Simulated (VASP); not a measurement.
# What spin-orbit coupling changes in WC (Qusongite)

Aim: run bands, DOS and a relaxation of WC (Qusongite) twice, without and with spin-orbit coupling. All runs use r2SCAN. Left out of this account: 1 further run (fields: a reference on another mesh). The start is a cell from a database of measured crystal structures.

Calculated with VASP 6.6.1; r2SCAN; plane waves and PAW (W, C), in the first sound run; inputs show where later runs differ.

### Step 1. Set-up

Symmetry: P-6m2, No. 187, hexagonal system. Conventional cell: a = 2.907 Å, b = 2.907 Å, c = 2.837 Å, α = 90.00°, β = 90.00°, γ = 120.00°. W has 6 C at 2.20 Å nearest. Nearest to C lie 6 W at 2.20 Å. Farther neighbours are not listed.

As a file:

```xyz
2
Lattice="2.9065 0.0000 0.0000 -1.4532 2.5171 0.0000 0.0000 0.0000 2.8366" Properties=species:S:1:pos:R:3 pbc="T T T"
W     0.0000    0.0000    0.0000
C     1.4533    0.8390    1.4183
```

### Step 2. Bands along the symmetry lines (r2SCAN)

Levels along the symmetry lines show where the bands peak and cross; KPOINTS_OPT computes them in the converged potential. r2SCAN adds the kinetic-energy density, costs more than a GGA and is run with LASPH.

INCAR

```
SYSTEM = WC
PREC = Accurate
ENCUT = 520
EDIFF = 1E-06
NELM = 100
ISMEAR = -1
SIGMA = 0.05
LREAL = .FALSE.
ALGO = Normal
METAGGA = R2SCAN
LASPH = .TRUE.
NBANDS = 17
LORBIT = 11
LWAVE = .FALSE.
LCHARG = .FALSE.
KPAR = 2
```

POSCAR

```
WC
1.0
    2.9065000000      0.0000000000      0.0000000000
   -1.4532500000      2.5171028361      0.0000000000
    0.0000000000      0.0000000000      2.8366000000
W C
1 1
Direct
    0.0000000000      0.0000000000      0.0000000000
    0.6666666667      0.3333333333      0.5000000000
```

KPOINTS

```
Automatic mesh
0
Gamma
13 13 12
0 0 0
```

KPOINTS_OPT

```
Line mode
16
Line-mode
Reciprocal
  0.00000000   0.00000000   0.00000000 GAMMA
  0.50000000   0.00000000   0.00000000 M

  0.50000000   0.00000000   0.00000000 M
  0.33333333   0.33333333   0.00000000 K

  0.33333333   0.33333333   0.00000000 K
  0.00000000   0.00000000   0.00000000 GAMMA

  0.00000000   0.00000000   0.00000000 GAMMA
  0.00000000   0.00000000   0.50000000 A

  0.00000000   0.00000000   0.50000000 A
  0.50000000   0.00000000   0.50000000 L

  0.50000000   0.00000000   0.50000000 L
  0.33333333   0.33333333   0.50000000 H

  0.33333333   0.33333333   0.50000000 H
  0.00000000   0.00000000   0.50000000 A

  0.50000000   0.00000000   0.50000000 L
  0.50000000   0.00000000   0.00000000 M

  0.33333333   0.33333333   0.00000000 K
  0.33333333   0.33333333   0.50000000 H
```

Potentials, in the order of the species: W and C (PBE family, release 64).

Run with:

```console
$ mpirun -np 2 vasp_std
```

Output:

```text
[banner, memory and clock lines left out]
running    2 mpi-ranks, on    1 nodes
 distrk:  each k-point on    1 cores,    2 groups
 distr:  one band on    1 cores,    1 groups

 POSCAR found type information on POSCAR W C
 POSCAR found :  2 types and       2 ions
|                                                                             |
|               ----> ADVICE to this user running VASP <----                  |
|                                                                             |
|     You enforced a specific xc type in the INCAR file but a different       |
|     [... a line on the potential file left out ...]
|     I HOPE YOU KNOW WHAT YOU ARE DOING!                                     |
|                                                                             |

 LDA part: xc-table for (None), standard interpolation
 POSCAR, INCAR and KPOINTS ok, starting setup
 FFT: planning ... GRIDC
 FFT: planning ... GRID_SOFT
 FFT: planning ... GRID
 WAVECAR not read
 entering main loop
       N       E                     dE             d eps       ncg     rms          rms(c)
DAV:   1    -0.167978113080E+02   -0.16798E+02   -0.48367E+03  4998   0.553E+02
DAV:   2    -0.634663313667E+02   -0.46669E+02   -0.43467E+02  6406   0.149E+02
DAV:   3    -0.647896477332E+02   -0.13233E+01   -0.13163E+01  6227   0.206E+01
DAV:   4    -0.647936946688E+02   -0.40469E-02   -0.40465E-02  6357   0.137E+00
DAV:   5    -0.647937077234E+02   -0.13055E-04   -0.13055E-04  6285   0.735E-02    0.313E+01
DAV:   6    -0.616914905184E+02    0.31022E+01   -0.86163E+00  6496   0.131E+01    0.113E+01
DAV:   7    -0.617549887293E+02   -0.63498E-01   -0.49484E-01  6809   0.396E+00    0.816E+00
DAV:   8    -0.617452280438E+02    0.97607E-02   -0.53466E-02  7456   0.128E+00    0.242E+00
DAV:   9    -0.617419957408E+02    0.32323E-02   -0.47896E-03  7152   0.422E-01    0.584E-01
DAV:  10    -0.617422248808E+02   -0.22914E-03   -0.27808E-04  5891   0.102E-01    0.330E-02
DAV:  11    -0.617422207163E+02    0.41645E-05   -0.16726E-05  7116   0.215E-02    0.639E-03
DAV:  12    -0.617422197666E+02    0.94970E-06   -0.10723E-06  4725   0.861E-03
   1 F= -.61742220E+02 E0= -.61740848E+02  d E =-.274362E-02
 Start KPOINTS_OPT (optional k-point list driver)
k-point batch [1-144\144]
       N       E                     dE             ncg
DAV:   1     0.108985239605E+05   -0.41498E+05     4896
DAV:   2     0.422729286150E+04   -0.66712E+04     5890
DAV:   3     0.405792019451E+04   -0.16937E+03     6586
DAV:   4     0.405741105920E+04   -0.50914E+00     6330
DAV:   5     0.405740892667E+04   -0.21325E-02     6693
DAV:   6     0.405740891209E+04   -0.14573E-04     6474
DAV:   7     0.405740891199E+04   -0.10760E-06     5521
```

It took 58 s on 2 MPI ranks of Intel Xeon Platinum 8488C (Sapphire Rapids), shared host; peak memory 0.4 GiB.

The logs omit lines about the potential files and the build; timing stands in the text.

Parts of OUTCAR (step 2):

```text
ion  position               nearest neighbor table
   1  0.000  0.000  0.000-   2 2.20   2 2.20   2 2.20   2 2.20   2 2.20   2 2.20
   2  0.667  0.333  0.500-   1 2.20   1 2.20   1 2.20   1 2.20   1 2.20   1 2.20

  LATTYP: Found a hexagonal cell.
 ALAT       =     2.9065000000
 C/A-ratio  =     0.9759504559

 Subroutine GETGRP returns: Found 12 space group operations
 (whereof 12 operations were pure point group operations)

The static configuration has the point symmetry D_3h.

 Found    147 irreducible k-points:

   k-points           NKPTS =    147   k-points in BZ     NKDIM =    147   number of bands    NBANDS=     17

   dimension x,y,z NGX =    24 NGY =   24 NGZ =   24
   dimension x,y,z NGXF=    48 NGYF=   48 NGZF=   48

   ENCUT  =  520.0 eV  38.22 Ry    6.18 a.u.   5.40  5.40  5.27*2*pi/ulx,y,z

   NELECT =      10.0000    total number of electrons

 k-points in reciprocal lattice and weights: Automatic mesh
   0.00000000  0.00000000  0.00000000       0.000
   0.07692308  0.00000000  0.00000000       0.003
   0.15384615  0.00000000  0.00000000       0.003
   0.23076923  0.00000000  0.00000000       0.003
   0.30769231  0.00000000  0.00000000       0.003
   0.38461538  0.00000000  0.00000000       0.003
   0.46153846  0.00000000  0.00000000       0.003
   0.07692308  0.07692308  0.00000000       0.003
   0.15384615  0.07692308  0.00000000       0.006
[...]
0.38461538  0.23076923  0.50000000       0.003
   0.30769231  0.30769231  0.50000000       0.003

 average (electrostatic) potential at core
       1 -43.0367       2 -48.1075

 E-fermi :   8.1709

 k-point     1 :       0.0000    0.0000    0.0000
  band No.  band energies     occupation
      1      -7.0466      2.00000
      2       3.6916      2.00000
      3       4.6956      2.00000
      4       4.6956      2.00000
      5       8.3349      0.07258
      6      11.5155      0.00000
      7      11.5155      0.00000
      8      14.1602      0.00000
      9      14.1602      0.00000
    ...

 k-point     2 :       0.0769    0.0000    0.0000
  band No.  band energies     occupation
      1      -6.8938      2.00000
      2       3.7440      2.00000
      3       4.4719      2.00000
      4       4.8469      2.00000
      5       7.8421      1.99722
      6      11.4581      0.00000
      7      12.0652      0.00000
      8      13.8212      0.00000
      9      14.0428      0.00000
     10      15.6169      0.00000
    ...

 k-point     3 :       0.1538    0.0000    0.0000
  band No.  band energies     occupation
      1      -6.4557      2.00000
      2       3.4356      2.00000
      3       4.3903      2.00000
      4       5.2786      2.00000
      5       6.9049      2.00000
      6      11.3029      0.00000
      7      13.0417      0.00000
      8      13.1364      0.00000
      9      13.7462      0.00000
     10      16.7733      0.00000
    ...

  Total        0.0826421      0.0826421     -0.0832643      0.0000000      0.0000000     -0.0000000
  in kB        6.3803240      6.3803240     -6.4283606      0.0000000      0.0000000     -0.0000000
  external PRESSURE =       2.1107625 kB  Pullay stress =       0.0000000 kB

  energy-cutoff  :      520.00
  volume of cell :       20.75
      direct lattice vectors                 reciprocal lattice vectors
     2.906500000  0.000000000  0.000000000     0.344056425  0.198641070  0.000000000
    -1.453250000  2.517102836  0.000000000     0.000000000  0.397282139  0.000000000
     0.000000000  0.000000000  2.836600000     0.000000000  0.000000000  0.352534725

 POSITION                                       TOTAL-FORCE (eV/Angst)
 -----------------------------------------------------------------------------------
      0.00000      0.00000      0.00000        -0.000000      0.000000      0.000000
      1.45325      0.83903      1.41830         0.000000      0.000000      0.000000
 -----------------------------------------------------------------------------------
    total drift:                                0.000000     -0.000000      0.000000

  FREE ENERGIE OF THE ION-ELECTRON SYSTEM (eV)
  ---------------------------------------------------
  free  energy   TOTEN  =       -61.7422197666 eV

  energy  without entropy=      -61.7394761460  energy(sigma->0) =      -61.74084796

 total charge
# of ion       s       p       d       tot
------------------------------------------
    1        0.614   0.890   4.370   5.875
    2        0.872   1.566   0.000   2.438
--------------------------------------------------
tot          1.486   2.456   4.370   8.313

[... 3 further parts left out ...]
```

Spin-orbit coupling is off here; with elements this heavy it splits and shifts levels by tenths of an eV or more. The PAW data sets were made with PBE, which is usual practice but a small mismatch for other functionals. The data set W keeps the semicore shell frozen, which is cheaper and a little less accurate.

Numbers from this step:

```
SCF cycles              : 12
electrons               : 10
bands                   : 17
irreducible k-points    : 147
symmetry operations     : 12
free energy (TOTEN)     : -61.7422 eV
energy at zero smearing : -61.7408 eV
Fermi energy            : 8.171 eV
pressure                : 0.2111 GPa
metallic                : yes
```

The electronic bands at the labelled points (eV, zero at the Fermi level; # counts the bands kept, so #1 is VASP's band 2):

| point | #1 | #2 | #3 | #4 | #5 | #6 | #7 | #8 |
| --- | --- | --- | --- | --- | --- | --- | --- | --- |
| Γ | -4.48 | -3.48 | -3.48 | 0.16 | 3.34 | 3.34 | 5.99 | 5.99 |
| 0.53 of the way | -5.90 | -3.34 | -2.56 | -1.91 | 2.82 | 3.88 | 5.07 | 6.39 |
| M | -7.33 | -3.75 | -3.69 | -0.45 | 2.43 | 4.69 | 5.07 | 7.35 |
| 0.53 of the way | -7.10 | -4.08 | -3.65 | -0.09 | 1.34 | 3.25 | 4.42 | 8.79 |
| K | -6.81 | -4.71 | -3.59 | 0.69 | 1.01 | 2.19 | 3.42 | 9.69 |
| 0.53 of the way | -5.85 | -3.27 | -2.53 | -2.08 | 2.50 | 3.66 | 5.18 | 6.77 |
| Γ | -4.48 | -3.48 | -3.48 | 0.16 | 3.34 | 3.34 | 5.99 | 5.99 |
| 0.53 of the way | -6.12 | -2.75 | -2.75 | 0.52 | 0.52 | 1.25 | 6.23 | 6.23 |
| A | -8.98 | -2.08 | -2.08 | -0.60 | -0.60 | 3.80 | 4.90 | 4.90 |
| 0.47 of the way | -7.48 | -3.38 | -3.12 | -1.86 | 1.18 | 4.92 | 5.30 | 7.21 |
| L | -6.71 | -4.48 | -4.36 | 0.24 | 4.54 | 5.42 | 7.01 | 9.66 |
| 0.53 of the way | -6.61 | -6.12 | -2.34 | -0.54 | 4.99 | 6.30 | 6.69 | 10.25 |
| H | -7.41 | -5.66 | -1.72 | -0.74 | 4.55 | 6.64 | 7.88 | 9.81 |
| 0.53 of the way | -7.07 | -4.45 | -2.51 | -2.12 | 1.95 | 5.08 | 5.33 | 7.88 |
| A | -8.98 | -2.08 | -2.08 | -0.60 | -0.60 | 3.80 | 4.90 | 4.90 |
| jump to L | -6.71 | -4.48 | -4.36 | 0.24 | 4.54 | 5.42 | 7.01 | 9.66 |
| 0.53 of the way | -7.45 | -4.30 | -2.89 | -1.20 | 4.01 | 4.08 | 6.52 | 6.94 |
| M | -7.33 | -3.75 | -3.69 | -0.45 | 2.43 | 4.69 | 5.07 | 7.35 |
| jump to K | -6.81 | -4.71 | -3.59 | 0.69 | 1.01 | 2.19 | 3.42 | 9.69 |
| 0.47 of the way | -6.07 | -4.86 | -4.81 | -0.85 | 3.02 | 5.38 | 5.42 | 8.55 |
| H | -7.41 | -5.66 | -1.72 | -0.74 | 4.55 | 6.64 | 7.88 | 9.81 |

Of the projections kept (W, C), the largest for each band there; the rest of the weight can lie on other orbitals:

| point | #1 | #2 | #3 | #4 | #5 | #6 | #7 | #8 |
| --- | --- | --- | --- | --- | --- | --- | --- | --- |
| Γ | W 1.00 | W 0.77 | W 0.77 | C 0.73 | W 1.00 | W 1.00 | W 0.50 | W 0.50 |
| M | W 0.68 | W 0.70 | W 0.99 | C 0.66 | W 1.00 | W 0.98 | W 0.84 | W 0.57 |
| K | W 0.78 | W 0.71 | W 0.66 | W 1.00 | W 0.75 | W 0.85 | W 0.88 | W 0.61 |
| Γ | W 1.00 | W 0.77 | W 0.77 | C 0.73 | W 1.00 | W 1.00 | W 0.50 | W 0.50 |
| A | W 0.80 | W 0.70 | W 0.70 | W 1.00 | W 1.00 | W 0.79 | W 0.53 | W 0.53 |
| L | W 0.79 | W 0.71 | C 0.51 | W 0.83 | W 1.00 | W 1.00 | W 0.68 | W 0.56 |

The electronic bands as a text plot (rows in eV, shown from -8.0 to 7.0 only):

```
    6.6 |   **               **     *  * ******         *     ***
    6.0 |**             * ***  *      *   *   **  *     *     *
    5.4 | **          *****     *  *******     *** *
    4.8 |  *******   *   *       *****   ******  *****   **  *  *
    4.2 | * ***   *     * *       **    *      *  *** ***   *  *
    3.5 |**      * **  *   *     *     *                   ** *
    2.9 |  ***    *   * *** *   *     *         *        *   *
    2.3 |     ***  *** *     *                            ***
    1.7 |        *    *        *     *
    1.0 |         ****        *     *            *
    0.4 |         **        ** *        *         *  *
   -0.2 |*     ***   *     *    *  *     **        *  *    *
   -0.8 | *   *       *   *      ***   *   ***     **  *  * *****
   -1.5 |  * *           *          * *     ***   *     **
   -2.1 |   *          **       **** *     *  **** **           *
   -2.7 |  **          * *    **   **     *     ***     **     *
   -3.3 |** ***   ******* ****      **   *             *  *
   -3.9 | **   ***   *   **           **         *    **  *** *
   -4.6 |***      ***    *****         **            *  ** * *
   -5.2 |               *                *      *           ****
   -5.8 |   *                 *            *****            **  *
   -6.4 |    *        **       *       ****    **          *  *
   -7.1 |     ********               **    * **      **  **    *
   -7.7 |                       *   *       *    *     **       *
         Γ     M   K       Γ     A      L   H      A|L   M|K    H
```

There is no gap at this level.

(Part 1 of 3 ends here.)

[Lines on the potential files, build, host, timing and source positions are cut from VASP's logs without a mark.]

[Logs are printed without paths, hosts, clocks, repeated set-up lines and the standing remarks that a program may print on its own settings, such as how far it seeks lower states.]

[Hosts, paths, dates, database ids (printed as entryN), source tags and the programs' standing remarks are cut or masked in the printed files.]

[A measured line is paired with the nearest computed mode of its activity, which favours agreement.]
